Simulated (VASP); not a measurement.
Output of a VASP run:

### OUTCAR
```
 ion  position               nearest neighbor table
   1  0.000  0.000  0.000-   3 1.90   6 1.90   5 1.91   4 1.91   4 1.91   5 1.91
   2  0.500  0.500  0.500-   4 1.90   5 1.90   3 1.91   6 1.91   3 1.91   6 1.91
   3  0.303  0.303  0.000-   1 1.90   2 1.91   2 1.91
   4  0.803  0.197  0.500-   2 1.90   1 1.91   1 1.91
   5  0.197  0.803  0.500-   2 1.90   1 1.91   1 1.91
   6  0.697  0.697  0.000-   1 1.90   2 1.91   2 1.91
  LATTYP: Found a simple tetragonal cell.
 ALAT       =     4.4297440475
 C/A-ratio  =     0.6582387002
 Subroutine PRICEL returns:
 Original cell was already a primitive cell.
 Subroutine GETGRP returns: Found 16 space group operations
The static configuration has the point symmetry D_2h.
 The point group associated with its full space group is D_4h.
The dynamic configuration has the point symmetry D_2h.
The overall configuration has the point symmetry D_2h.
 Subroutine INISYM returns: Found 16 space group operations
 Subroutine IBZKPT returns following result:
 Found    105 irreducible k-points:

 Following reciprocal coordinates:
            Coordinates               Weight
  0.000000  0.000000  0.000000      1.000000
  0.125000  0.000000  0.000000      4.000000
  0.250000  0.000000  0.000000      4.000000
  0.375000  0.000000  0.000000      4.000000
  0.500000  0.000000  0.000000      2.000000
  0.125000  0.125000  0.000000      4.000000
  0.250000  0.125000  0.000000      8.000000
  0.375000  0.125000  0.000000      8.000000
  0.500000  0.125000  0.000000      4.000000
  0.250000  0.250000  0.000000      4.000000
  0.375000  0.250000  0.000000      8.000000
  0.500000  0.250000  0.000000      4.000000
  0.375000  0.375000  0.000000      4.000000
  0.500000  0.375000  0.000000      4.000000
  0.500000  0.500000  0.000000      1.000000
  0.000000  0.000000  0.083333      2.000000
  0.125000  0.000000  0.083333      8.000000
  0.250000  0.000000  0.083333      8.000000
  0.375000  0.000000  0.083333      8.000000
  0.500000  0.000000  0.083333      4.000000
  0.125000  0.125000  0.083333      8.000000
  0.250000  0.125000  0.083333     16.000000
  0.375000  0.125000  0.083333     16.000000
  0.500000  0.125000  0.083333      8.000000
  0.250000  0.250000  0.083333      8.000000
  0.375000  0.250000  0.083333     16.000000
  0.500000  0.250000  0.083333      8.000000
  0.375000  0.375000  0.083333      8.000000
  0.500000  0.375000  0.083333      8.000000
  0.500000  0.500000  0.083333      2.000000
  0.000000  0.000000  0.166667      2.000000
  0.125000  0.000000  0.166667      8.000000
  0.250000  0.000000  0.166667      8.000000
  0.375000  0.000000  0.166667      8.000000
  0.500000  0.000000  0.166667      4.000000
  0.125000  0.125000  0.166667      8.000000
  0.250000  0.125000  0.166667     16.000000
  0.375000  0.125000  0.166667     16.000000
  0.500000  0.125000  0.166667      8.000000
  0.250000  0.250000  0.166667      8.000000
   k-points           NKPTS =    105   k-points in BZ     NKDIM =    105   number of bands    NBANDS=     30
   number of dos      NEDOS =    601   number of ions     NIONS =      6
   total plane-waves  NPLWV =  31104
   dimension x,y,z NGX =    36 NGY =   36 NGZ =   24
   dimension x,y,z NGXF=    72 NGYF=   72 NGZF=   48
   ions per type =               2   4
   PREC   = accura    normal or accurate (medium, high low for compatibility)
   ISTART =      0    job   : 0-new  1-cont  2-samecut
   ICHARG =      2    charge: 1-file 2-atom 10-const
   ISPIN  =      2    spin polarized calculation?
   LNONCOLLINEAR =      F non collinear calculations
   LSORBIT =      F    spin-orbit coupling
   INIWAV =      1    electr: 0-lowe 1-rand  2-diag
   ENCUT  =  520.0 eV  38.22 Ry    6.18 a.u.   8.24  8.24  5.42*2*pi/ulx,y,z
   NELM   =    100;   NELMIN=  2; NELMDL= -5     # of ELM steps
   EDIFF  = 0.1E-06   stopping-criterion for ELM
   LREAL  =      F    real-space projection
...
```

OSZICAR:
```
       N       E                     dE             d eps       ncg     rms          rms(c)
DAV:   1     0.613760503026E+03    0.61376E+03   -0.26667E+04 12608   0.178E+03
DAV:   2     0.886640363622E+01   -0.60489E+03   -0.56841E+03 13632   0.525E+02
DAV:   3    -0.642400457205E+02   -0.73106E+02   -0.71638E+02 15006   0.174E+02
DAV:   4    -0.662431542107E+02   -0.20031E+01   -0.19403E+01 14890   0.284E+01
DAV:   5    -0.662884932028E+02   -0.45339E-01   -0.45234E-01 15764   0.441E+00    0.412E+01
DAV:   6    -0.584844238706E+02    0.78041E+01   -0.16140E+02 14680   0.102E+02    0.391E+01
DAV:   7    -0.528581268101E+02    0.56263E+01   -0.10936E+02 15320   0.102E+02    0.186E+01
DAV:   8    -0.507180046978E+02    0.21401E+01   -0.73468E+00 14202   0.240E+01    0.708E+00
DAV:   9    -0.503310724798E+02    0.38693E+00   -0.20559E+00 16604   0.123E+01    0.237E+00
DAV:  10    -0.503486910721E+02   -0.17619E-01   -0.17865E-01 14002   0.370E+00    0.133E+00
DAV:  11    -0.503495679887E+02   -0.87692E-03   -0.29164E-02 16508   0.159E+00    0.574E-01
DAV:  12    -0.503490784699E+02    0.48952E-03   -0.36026E-03 17248   0.536E-01    0.268E-01
DAV:  13    -0.503488335341E+02    0.24494E-03   -0.13908E-03 15596   0.382E-01    0.870E-02
DAV:  14    -0.503488297436E+02    0.37905E-05   -0.15687E-04 15124   0.986E-02    0.469E-02
DAV:  15    -0.503488293792E+02    0.36436E-06   -0.27580E-05 15432   0.358E-02    0.207E-02
DAV:  16    -0.503488271852E+02    0.21940E-05   -0.76494E-06 16562   0.257E-02    0.549E-03
DAV:  17    -0.503488271496E+02    0.35543E-07   -0.87334E-07 13028   0.736E-03
   1 F= -.51348988E+02 E0= -.51348988E+02  d E =0.000000E+00  mag=     4.0001
```

File OUTCAR:
```
------------------------ aborting loop because EDIFF is reached ----------------------------------------
 Edisp (eV)   -1.00016
  FORCE on cell =-STRESS in cart. coord.  units (eV):
  Direction    XX          YY          ZZ          XY          YZ          ZX
  --------------------------------------------------------------------------------------
  Total       0.01841     0.01841    -0.03029     0.00000     0.00000     0.00000
  in kB       0.51557     0.51557    -0.84828     0.00000     0.00000     0.00000
  external pressure =        0.06 kB  Pullay stress =        0.00 kB
  volume of cell :       57.22
      direct lattice vectors                 reciprocal lattice vectors
     4.429744047  0.000000000  0.000000000     0.225746677  0.000000000  0.000000000
     0.000000000  4.429744047  0.000000000     0.000000000  0.225746677  0.000000000
     0.000000000  0.000000000  2.915828964     0.000000000  0.000000000  0.342955644
 POSITION                                       TOTAL-FORCE (eV/Angst)
 -----------------------------------------------------------------------------------
      0.00000      0.00000      0.00000        -0.000000      0.000000     -0.000000
      2.21487      2.21487      1.45791        -0.000000      0.000000     -0.000000
      1.34351      1.34351      0.00000        -0.004469     -0.004469      0.000000
      3.55838      0.87136      1.45791        -0.004469      0.004469     -0.000000
      0.87136      3.55838      1.45791         0.004469     -0.004469      0.000000
      3.08623      3.08623      0.00000         0.004469      0.004469     -0.000000
 -----------------------------------------------------------------------------------
    total drift:                                0.000000      0.000000      0.000000
  FREE ENERGIE OF THE ION-ELECTRON SYSTEM (eV)
  ---------------------------------------------------
  free  energy   TOTEN  =       -51.3489884822 eV

  energy  without entropy=      -51.3489884822  energy(sigma->0) =      -51.34898848

 total charge

# of ion       s       p       d       tot
------------------------------------------
    1        0.366   6.463   4.026  10.854
    2        0.366   6.463   4.026  10.854
    3        1.572   3.463   0.000   5.035
    4        1.572   3.463   0.000   5.035
    5        1.572   3.463   0.000   5.035
    6        1.572   3.463   0.000   5.035
--------------------------------------------------
tot          7.019  26.776   8.051  41.847

 magnetization (x)

# of ion       s       p       d       tot
------------------------------------------
    1        0.024   0.032   2.044   2.100
    2        0.024   0.032   2.044   2.100
    3       -0.003  -0.072   0.000  -0.075
    4       -0.003  -0.072   0.000  -0.075
    5       -0.003  -0.072   0.000  -0.075
    6       -0.003  -0.072   0.000  -0.075
--------------------------------------------------
tot          0.037  -0.225   4.087   3.900

 Electric field gradients after diagonalization (V/A^2)
 (convention: |V_zz| > |V_xx| > |V_yy|)
----------------------------------------------------------------------
 ion       V_xx      V_yy      V_zz     asymmetry (V_yy - V_xx)/ V_zz
----------------------------------------------------------------------
   1      32.421    13.748   -46.169       0.404
   2      32.421    13.748   -46.169       0.404
   3     -22.507    -3.635    26.142       0.722
   4     -22.507    -3.635    26.142       0.722
   5     -22.507    -3.635    26.142       0.722
   6     -22.507    -3.635    26.142       0.722
```
(Selected blocks of OUTCAR.)

### POSCAR
```
CrO2
1
    4.4297440475     0.0000000000     0.0000000000
    0.0000000000     4.4297440475     0.0000000000
    0.0000000000     0.0000000000     2.9158289641
Cr O
2 4
Direct
  1.0000000000   0.0000000000   0.0000000000
  0.5000000000   0.5000000000   0.5000000000
  0.3032932125   0.3032932125   0.0000000000
  0.8032932125   0.1967067875   0.5000000000
  0.1967067875   0.8032932125   0.5000000000
  0.6967067875   0.6967067875   0.0000000000
```

Question: Write an INCAR and KPOINTS that could have produced this output.

Answer: Several could match; the one computed here: the input of the run itself, PBE GGA with D3 dispersion (zero damping), plane waves, VASP's PBE PAW potentials (set 64).

INCAR:
```
ALGO = Normal
EDIFF = 1E-7
ENCUT = 520
GGA = PE
ISIF = 2
ISMEAR = -5
ISPIN = 2
IVDW = 11
LASPH = .TRUE.
LCHARG = .TRUE.
LEFG = .TRUE.
LMAXMIX = 4
LORBIT = 11
LREAL = .FALSE.
LWAVE = .FALSE.
MAGMOM = 2*2.1 4*-0.1
NEDOS = 601
NELM = 100
PREC = Accurate
SYSTEM = CrO2
```

KPOINTS:
```
Automatic
0
Gamma
 8 8 12
0 0 0
```

POTCAR, in this order: Cr_pv O (PBE.64 set). Program: vasp_std.

For a metal the tetrahedron method with Blöchl corrections gives inexact stress and forces.

The compound is CrO2 in the rutile structure. It was relaxed first.
